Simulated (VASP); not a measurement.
# CdAg (Pm-3m) in VASP: a series of runs

One crystal, CdAg, is run at these levels: LDA; tasks: single point.

Program: VASP 6.6.1. These are calculated values, not measurements. Logs are shortened: lines on timing, memory, paths and dates and some standing lists are left out, and cuts for length are marked.

## 1. The structure

The structure is cubic, space group Pm-3m (No. 221). The conventional cell has a = 3.330 Å, b = 3.330 Å, c = 3.330 Å, α = 90.00°, β = 90.00°, γ = 90.00°. Around Cd (site symmetry m-3m) lie 8 Ag at 2.88 Å. Ag (site symmetry m-3m) is surrounded by 8 Cd at 2.88 Å.

## 2. Single point, LDA

INCAR reads:

```
PREC = Accurate
ENCUT = 520
EDIFF = 1E-7
ISMEAR = 0
SIGMA = 0.15
LREAL = F
LASPH = T
NELM = 100
ALGO = Fast
ISIF = 2
LWAVE = F
LCHARG = T
GGA = CA
LELF = T
LVHAR = T
NBANDS = 18
```

KPOINTS reads:

```
Automatic mesh
0
Gamma
  14 14 14
```

POSCAR reads:

```
CdAg
1.0
    3.3300000000      0.0000000000      0.0000000000
    0.0000000000      3.3300000000      0.0000000000
    0.0000000000      0.0000000000      3.3300000000
Cd Ag
1 1
Direct
    0.5000000000      0.5000000000      0.5000000000
    0.0000000000      0.0000000000      0.0000000000
```

Potentials or basis: VASP PAW LDA potentials, release 64 (Cd, Ag).

Run with:

```sh
$ cat potpaw_LDA.64/Cd/POTCAR potpaw_LDA.64/Ag/POTCAR > POTCAR
$ mpirun -np 1 vasp_std > vasp.out
```

OUTCAR:

```text
PREC = Accurate
   ENCUT = 520
   EDIFF = 1E-7
   ISMEAR = 0
   LREAL = F
   LASPH = T
   NELM = 100
   ISIF = 2
   GGA = CA

 ion  position               nearest neighbor table
   1  0.500  0.500  0.500-   2 2.88   2 2.88   2 2.88   2 2.88   2 2.88   2 2.88   2 2.88   2 2.88

   2  0.000  0.000  0.000-   1 2.88   1 2.88   1 2.88   1 2.88   1 2.88   1 2.88   1 2.88   1 2.88

  LATTYP: Found a simple cubic cell.
 ALAT       =     3.3300000000

  Lattice vectors:

 A1 = (   3.3300000000,   0.0000000000,   0.0000000000)
 A2 = (   0.0000000000,   3.3300000000,   0.0000000000)
 A3 = (   0.0000000000,   0.0000000000,   3.3300000000)

Analysis of symmetry for initial positions (statically):
=====================================================================
 Subroutine PRICEL returns:
 Original cell was already a primitive cell.

 Routine SETGRP: Setting up the symmetry group for a
 simple cubic supercell.

 Subroutine GETGRP returns: Found 48 space group operations
 (whereof 48 operations were pure point group operations)
 out of a pool of 48 trial point group operations.

The static configuration has the point symmetry O_h .

Analysis of symmetry for dynamics (positions and initial velocities):
=====================================================================
 Subroutine PRICEL returns:
 Original cell was already a primitive cell.

 Routine SETGRP: Setting up the symmetry group for a
 simple cubic supercell.

 Subroutine GETGRP returns: Found 48 space group operations
 (whereof 48 operations were pure point group operations)
 out of a pool of 48 trial point group operations.

The dynamic configuration has the point symmetry O_h .

 Subroutine INISYM returns: Found 48 space group operations
 (whereof 48 operations are pure point group operations),
 and found     1 'primitive' translations

----------------------------------------------------------------------------------------

                                     Primitive cell

  volume of cell :      36.9260

  direct lattice vectors                    reciprocal lattice vectors
     3.330000000  0.000000000  0.000000000     0.300300300  0.000000000  0.000000000
     0.000000000  3.330000000  0.000000000     0.000000000  0.300300300  0.000000000
     0.000000000  0.000000000  3.330000000     0.000000000  0.000000000  0.300300300

  length of vectors
     3.330000000  3.330000000  3.330000000     0.300300300  0.300300300  0.300300300

  position of ions in fractional coordinates (direct lattice)
     0.500000000  0.500000000  0.500000000
     0.000000000  0.000000000  0.000000000

  ion indices of the primitive-cell ions
   primitive index   ion index
                 1           1
                 2           2

----------------------------------------------------------------------------------------

 KPOINTS: Automatic mesh

Automatic generation of k-mesh.
 Grid dimensions read from file:
 generate k-points for:   14   14   14

 Generating k-lattice:

  Cartesian coordinates                     Fractional coordinates (reciprocal lattice)
     0.021450021  0.000000000  0.000000000     0.071428571  0.000000000  0.000000000
     0.000000000  0.021450021  0.000000000     0.000000000  0.071428571  0.000000000
     0.000000000  0.000000000  0.021450021     0.000000000  0.000000000  0.071428571

  Length of vectors
     0.021450021  0.021450021  0.021450021

  Shift w.r.t. Gamma in fractional coordinates (k-lattice)
     0.000000000  0.000000000  0.000000000

 Subroutine IBZKPT returns following result:
 ===========================================

 Found    120 irreducible k-points:

 Following reciprocal coordinates:
            Coordinates               Weight
  0.000000  0.000000  0.000000      1.000000
  0.071429  0.000000  0.000000      6.000000
  0.142857  0.000000  0.000000      6.000000
  0.214286  0.000000  0.000000      6.000000
  0.285714  0.000000  0.000000      6.000000
  0.357143  0.000000  0.000000      6.000000
[... 16 lines left out ...]
  0.285714  0.214286  0.000000     24.000000
  0.357143  0.214286  0.000000     24.000000
 [... further k-points ...]
   k-points           NKPTS =    120   k-points in BZ     NKDIM =    120   number of bands    NBANDS=     18
   number of dos      NEDOS =    301   number of ions     NIONS =      2
   total plane-waves  NPLWV =  21952
   dimension x,y,z NGX =    28 NGY =   28 NGZ =   28
   dimension x,y,z NGXF=    56 NGYF=   56 NGZF=   56
   ions per type =               1   1
   NGX,Y,Z   is equivalent  to a cutoff of  13.98, 13.98, 13.98 a.u.
   NGXF,Y,Z  is equivalent  to a cutoff of  27.96, 27.96, 27.96 a.u.
 SYSTEM =  unknown system
   PREC   = accura    normal or accurate (medium, high low for compatibility)
   ISTART =      0    job   : 0-new  1-cont  2-samecut
   ICHARG =      2    charge: 1-file 2-atom 10-const
   ISPIN  =      1    spin polarized calculation?
   LNONCOLLINEAR =      F non collinear calculations
   LSORBIT =      F    spin-orbit coupling
   LASPH  =      T    aspherical Exc in radial PAW
   ENCUT  =  520.0 eV  38.22 Ry    6.18 a.u.   6.19  6.19  6.19*2*pi/ulx,y,z
   NELM   =    100;   NELMIN=  2; NELMDL= -5     # of ELM steps
   EDIFF  = 0.1E-06   stopping-criterion for ELM
   LREAL  =      F    real-space projection
   EDIFFG = 0.1E-05   stopping-criterion for IOM
   NSW    =      0    number of steps for IOM
   IBRION =     -1    ionic relax: 0-MD 1-quasi-New 2-CG
   NFREE  =      0    steps in history (QN), initial steepest desc. (CG)
   ISIF   =      2    stress and relaxation
   ISYM   =      2    0-nonsym 1-usesym 2-fastsym
   POTIM  = 0.5000    time-step for ionic-motion
   TEBEG  =    0.0;   TEEND  =   0.0 temperature during run
   PSTRESS=    0.0 pullay stress
   NELECT =      23.0000    total number of electrons
   NUPDOWN=      -1.0000    fix difference up-down
   EMIN   =  10.00;   EMAX   =-10.00  energy-range for DOS
   EFERMI =   0.00;   METHOD = LEGACY
   ISMEAR =     0;   SIGMA  =   0.15  broadening in eV -4-tet -1-fermi 0-gaus
   EFERMI_NEDOS =   21; number of points for ismear=-14 and -15
   IALGO  =     68    algorithm
   IMIX   =      4    mixing-type and parameters
     AMIX     =   0.40;   BMIX     =  1.00
     AMIX_MAG =   1.60;   BMIX_MAG =  1.00
  volume/ion in A,a.u.               =      18.46       124.59
  Fermi-wavevector in a.u.,A,eV,Ry     =   1.398105  2.642036 26.595286  1.954698
  Thomas-Fermi vector in A             =   2.521296
   LORBIT       =      0    0 simple, 1 ext, 2 COOP (PROOUT), +10 PAW based schemes
   GGA     = CA    functional components
   LHFCALC =     F    Hartree Fock is set to
   AEXX    =    0.0000 exact exchange contribution
   IVDW    =     0    specifies the selected vdW correction
   LEPSILON=     F    determine dielectric tensor
   LRPA    =     F    only Hartree local field effects (RPA)
 non-spin polarized calculation
 RMM-DIIS sequential band-by-band and
 Gauss-broadening in eV      SIGMA  =   0.15
  energy-cutoff  :      520.00
  volume of cell :       36.93
 maximum number of plane-waves:      1021
 NGX is ok and might be reduce to    28
   NGX = 13   NGY = 13   NGZ = 13

 number of electron      22.9999997 magnetization

 Free energy of the ion-electron system (eV)
  ---------------------------------------------------
  ext. energy  EPLUGINS =         0.00000000
  ---------------------------------------------------
  free energy    TOTEN  =        -5.42568708 eV

  energy without entropy =       -5.42068652  energy(sigma->0) =       -5.42318680

 E-fermi :   5.6199     XC(G=0): -12.1906

 val. band max:        5.5796705653   @ k =   0.2857   0.0000   0.0000
 cond. band min:       5.6624562070   @ k =   0.4286   0.3571   0.2143
 fundamental gap:      0.0827856417
 Fermi energy:         5.6199203623

 k-point     1 :       0.0000    0.0000    0.0000
  band No.  band energies     occupation
      1      -3.7913      2.00000
      2      -3.7913      2.00000
      3      -3.2393      2.00000
      4      -3.0826      2.00000
      5      -3.0826      2.00000
      6      -3.0826      2.00000
[... 10 lines left out ...]
     17      16.5142      0.00000
     18      22.5614      0.00000

 k-point     2 :       0.0714    0.0000    0.0000
  band No.  band energies     occupation
      1      -3.7804      2.00000
      2      -3.7642      2.00000
      3      -3.1600      2.00000
      4      -3.0891      2.00000
      5      -3.0891      2.00000
      6      -3.0764      2.00000
[... 10 lines left out ...]
     17      16.9887      0.00000
     18      22.2329      0.00000

 k-point     3 :       0.1429    0.0000    0.0000
  band No.  band energies     occupation
      1      -3.7497      2.00000
      2      -3.6914      2.00000
      3      -3.1072      2.00000
      4      -3.1072      2.00000
      5      -3.0590      2.00000
      6      -2.9201      2.00000
[... 10 lines left out ...]
     17      18.4600      0.00000
     18      21.4806      0.00000

 k-point     4 :       0.2143    0.0000    0.0000
  band No.  band energies     occupation
      1      -3.7043      2.00000
      2      -3.5907      2.00000
      3      -3.1332      2.00000
      4      -3.1332      2.00000
      5      -3.0335      2.00000
      6      -2.5216      2.00000
[... 10 lines left out ...]
     17      20.4600      0.00000
     18      20.6592      0.00000

 k-point     5 :       0.2857    0.0000    0.0000
  band No.  band energies     occupation
      1      -3.6524      2.00000
      2      -3.4820      2.00000
      3      -3.1618      2.00000
      4      -3.1618      2.00000
      5      -3.0048      2.00000
      6      -1.9808      2.00000
[... 10 lines left out ...]
     17      19.9278      0.00000
     18      20.2858      0.00000

 k-point     6 :       0.3571    0.0000    0.0000
  band No.  band energies     occupation
      1      -3.6043      2.00000
      2      -3.3849      2.00000
      3      -3.1875      2.00000
      4      -3.1875      2.00000
      5      -2.9784      2.00000
      6      -1.3398      2.00000
[... 10 lines left out ...]
     17      18.8331      0.00000
     18      18.8382      0.00000

 k-point     7 :       0.4286    0.0000    0.0000
  band No.  band energies     occupation
      1      -3.5702      2.00000
      2      -3.3179      2.00000
      3      -3.2051      2.00000
      4      -3.2051      2.00000
      5      -2.9599      2.00000
      6      -0.7147      2.00000
[... 10 lines left out ...]
     17      17.4395      0.00000
     18      17.4396      0.00000

 k-point     8 :       0.5000    0.0000    0.0000
  band No.  band energies     occupation
      1      -3.5578      2.00000
      2      -3.2940      2.00000
      3      -3.2114      2.00000
      4      -3.2114      2.00000
      5      -2.9533      2.00000
      6      -0.4128      2.00000
[... 10 lines left out ...]
     17      16.9605      0.00000
     18      17.0959      0.00000
[... 229 lines left out ...]
     17      18.9373      0.00000
     18      18.9921      0.00000

 k-point    20 :       0.4286    0.1429    0.0000
  band No.  band energies     occupation
      1      -3.5336      2.00000
      2      -3.3567      2.00000
      3      -3.2417      2.00000
      4      -3.2312      2.00000
      5      -3.0466      2.00000
      6      -0.4382      2.00000
[... 10 lines left out ...]
     17      17.6306      0.00000
     18      18.3097      0.00000

 k-point    21 :       0.5000    0.1429    0.0000
  band No.  band energies     occupation
      1      -3.5233      2.00000
      2      -3.3650      2.00000
      3      -3.2477      2.00000
      4      -3.2086      2.00000
      5      -3.0473      2.00000
      6      -0.0788      2.00000
[... 10 lines left out ...]
     17      17.0982      0.00000
     18      17.9896      0.00000

 k-point    22 :       0.2143    0.2143    0.0000
  band No.  band energies     occupation
      1      -3.6078      2.00000
      2      -3.4027      2.00000
      3      -3.3273      2.00000
      4      -3.2032      2.00000
      5      -3.0629      2.00000
      6      -1.7668      2.00000
[... 10 lines left out ...]
     17      20.2765      0.00000
     18      20.4770      0.00000

 k-point    23 :       0.2857    0.2143    0.0000
  band No.  band energies     occupation
      1      -3.5726      2.00000
      2      -3.4005      2.00000
      3      -3.2844      2.00000
      4      -3.2363      2.00000
      5      -3.0878      2.00000
      6      -1.2697      2.00000
[... 10 lines left out ...]
     17      19.5965      0.00000
     18      20.4321      0.00000

 k-point    24 :       0.3571    0.2143    0.0000
  band No.  band energies     occupation
      1      -3.5432      2.00000
      2      -3.4577      2.00000
      3      -3.2632      2.00000
      4      -3.1816      2.00000
      5      -3.1140      2.00000
      6      -0.7354      2.00000
[... 10 lines left out ...]
     17      18.8491      0.00000
     18      19.1125      0.00000

 [... further k-points ...]

------------------------ aborting loop because EDIFF is reached ----------------------------------------

  FORCE on cell =-STRESS in cart. coord.  units (eV):
  Direction    XX          YY          ZZ          XY          YZ          ZX
  --------------------------------------------------------------------------------------
  -------------------------------------------------------------------------------------
  Total       -1.1998547     -1.1998547     -1.1998547      0.0000000      0.0000000      0.0000000
  in kB      -52.0602829    -52.0602829    -52.0602829      0.0000000      0.0000000      0.0000000
  external PRESSURE =     -52.0602829 kB  Pullay stress =       0.0000000 kB

 VOLUME and BASIS-vectors are now :
 -----------------------------------------------------------------------------
  energy-cutoff  :      520.00
  volume of cell :       36.93
      direct lattice vectors                 reciprocal lattice vectors
     3.330000000  0.000000000  0.000000000     0.300300300  0.000000000  0.000000000
     0.000000000  3.330000000  0.000000000     0.000000000  0.300300300  0.000000000
     0.000000000  0.000000000  3.330000000     0.000000000  0.000000000  0.300300300

 POSITION                                       TOTAL-FORCE (eV/Angst)
 -----------------------------------------------------------------------------------
      1.66500      1.66500      1.66500         0.000000      0.000000      0.000000
      0.00000      0.00000      0.00000         0.000000      0.000000      0.000000
 -----------------------------------------------------------------------------------
    total drift:                                0.000000      0.000000      0.000000

  FREE ENERGIE OF THE ION-ELECTRON SYSTEM (eV)
  ---------------------------------------------------
  free  energy   TOTEN  =        -5.4256870775 eV

  energy  without entropy=       -5.4206865203  energy(sigma->0) =       -5.42318680
```

Run time: 51 s. Hardware: 1 thread of Intel Xeon Platinum 8488C (Sapphire Rapids), shared host; peak memory 0.2 GiB.

What came out:

```yaml
Free_energy: -5.4257 eV
Pressure: -5.2 GPa
Band_gap_on_the_k_mesh: none (metal or under the smearing width)
```

## 3. Single point, LDA

INCAR reads:

```
  ALGO = Fast
  EDIFF = 1E-6
  ENCUT = 520
  GGA = CA
  ISIF = 2
  ISMEAR = 0
  LASPH = True
  LCHARG = False
  LREAL = False
  LWAVE = False
  NBANDS = 18
  NELM = 100
  PREC = Accurate
  SIGMA = 0.15
```

KPOINTS reads:

```
k-points
0
Gamma
  16 16 16
```

POSCAR is that of step 2.

Potentials or basis: VASP PAW LDA potentials, release 64 (Cd, Ag).

Run with:

```sh
$ cat potpaw_LDA.64/Cd/POTCAR potpaw_LDA.64/Ag/POTCAR > POTCAR
$ mpirun -np 1 vasp_std > vasp.out
```

OUTCAR:

```text
EDIFF = 1E-6
   ENCUT = 520
   GGA = CA
   ISIF = 2
   ISMEAR = 0
   LASPH = True
   LREAL = False
   NELM = 100
   PREC = Accurate

 ion  position               nearest neighbor table
   1  0.500  0.500  0.500-   2 2.88   2 2.88   2 2.88   2 2.88   2 2.88   2 2.88   2 2.88   2 2.88

   2  0.000  0.000  0.000-   1 2.88   1 2.88   1 2.88   1 2.88   1 2.88   1 2.88   1 2.88   1 2.88

  LATTYP: Found a simple cubic cell.
 ALAT       =     3.3300000000

  Lattice vectors:

 A1 = (   3.3300000000,   0.0000000000,   0.0000000000)
 A2 = (   0.0000000000,   3.3300000000,   0.0000000000)
 A3 = (   0.0000000000,   0.0000000000,   3.3300000000)

Analysis of symmetry for initial positions (statically):
=====================================================================
 Subroutine PRICEL returns:
 Original cell was already a primitive cell.

 Routine SETGRP: Setting up the symmetry group for a
 simple cubic supercell.

 Subroutine GETGRP returns: Found 48 space group operations
 (whereof 48 operations were pure point group operations)
 out of a pool of 48 trial point group operations.

The static configuration has the point symmetry O_h .

[... 162 lines left out ...]

 E-fermi :   5.5800     XC(G=0): -12.1904

 val. band max:        5.5671552376   @ k =   0.3750   0.3125   0.1250
 cond. band min:       5.5801954722   @ k =   0.3750   0.3750   0.1250
 fundamental gap:      0.0130402346
 Fermi energy:         5.5800170701

 k-point     1 :       0.0000    0.0000    0.0000
  band No.  band energies     occupation
      1      -3.7905      2.00000
      2      -3.7905      2.00000
      3      -3.2391      2.00000
      4      -3.0817      2.00000
      5      -3.0817      2.00000
      6      -3.0817      2.00000
[... 481 lines left out ...]
      5      -3.0260      2.00000
      6      -0.1511      2.00000
[... 10 lines left out ...]
     17      17.0836      0.00000
     18      17.9989      0.00000

 [... further k-points ...]

------------------------ aborting loop because EDIFF is reached ----------------------------------------

  FORCE on cell =-STRESS in cart. coord.  units (eV):
  Direction    XX          YY          ZZ          XY          YZ          ZX
  --------------------------------------------------------------------------------------
  -------------------------------------------------------------------------------------
  Total       -1.1857354     -1.1857354     -1.1857354      0.0000000      0.0000000     -0.0000000
  in kB      -51.4476670    -51.4476670    -51.4476670      0.0000000      0.0000000     -0.0000000
  external PRESSURE =     -51.4476670 kB  Pullay stress =       0.0000000 kB

 VOLUME and BASIS-vectors are now :
 -----------------------------------------------------------------------------
  energy-cutoff  :      520.00
  volume of cell :       36.93
      direct lattice vectors                 reciprocal lattice vectors
     3.330000000  0.000000000  0.000000000     0.300300300  0.000000000  0.000000000
     0.000000000  3.330000000  0.000000000     0.000000000  0.300300300  0.000000000
     0.000000000  0.000000000  3.330000000     0.000000000  0.000000000  0.300300300

 POSITION                                       TOTAL-FORCE (eV/Angst)
 -----------------------------------------------------------------------------------
      1.66500      1.66500      1.66500         0.000000      0.000000      0.000000
      0.00000      0.00000      0.00000         0.000000      0.000000      0.000000
 -----------------------------------------------------------------------------------
    total drift:                                0.000000      0.000000      0.000000

  FREE ENERGIE OF THE ION-ELECTRON SYSTEM (eV)
  ---------------------------------------------------
  free  energy   TOTEN  =        -5.4243437474 eV

  energy  without entropy=       -5.4172575091  energy(sigma->0) =       -5.42080063
```

OSZICAR:

```text
N       E                     dE             d eps       ncg     rms          rms(c)
DAV:   1     0.153205203097E+03    0.15321E+03   -0.11856E+04  6028   0.124E+03
DAV:   2    -0.265219689458E+01   -0.15586E+03   -0.14958E+03  6126   0.314E+02
DAV:   3    -0.582177887314E+01   -0.31696E+01   -0.31611E+01  6686   0.519E+01
DAV:   4    -0.583079050115E+01   -0.90116E-02   -0.90107E-02  6336   0.257E+00
DAV:   5    -0.583086133072E+01   -0.70830E-04   -0.70829E-04  6382   0.241E-01    0.661E+00
RMM:   6    -0.545887980213E+01    0.37198E+00   -0.96821E-01  5951   0.795E+00    0.441E+00
RMM:   7    -0.543291222181E+01    0.25968E-01   -0.28015E-02  6040   0.130E+00    0.257E+00
RMM:   8    -0.542451704976E+01    0.83952E-02   -0.61096E-03  6112   0.782E-01    0.303E-01
RMM:   9    -0.542434056634E+01    0.17648E-03   -0.60354E-04  6310   0.277E-01    0.771E-02
RMM:  10    -0.542434354609E+01   -0.29798E-05   -0.69954E-05  6311   0.696E-02    0.247E-02
RMM:  11    -0.542434374738E+01   -0.20129E-06   -0.74333E-06  5641   0.207E-02
   1 F= -.54243437E+01 E0= -.54208006E+01  d E =-.708624E-02
```

It took 46 s on 1 thread of Intel Xeon Platinum 8488C (Sapphire Rapids), shared host; peak memory 0.22 GiB.

Results:

```
Free energy            : -5.4243 eV
Pressure               : -5.1 GPa
Band gap on the k mesh : none (metal or under the smearing width)
```
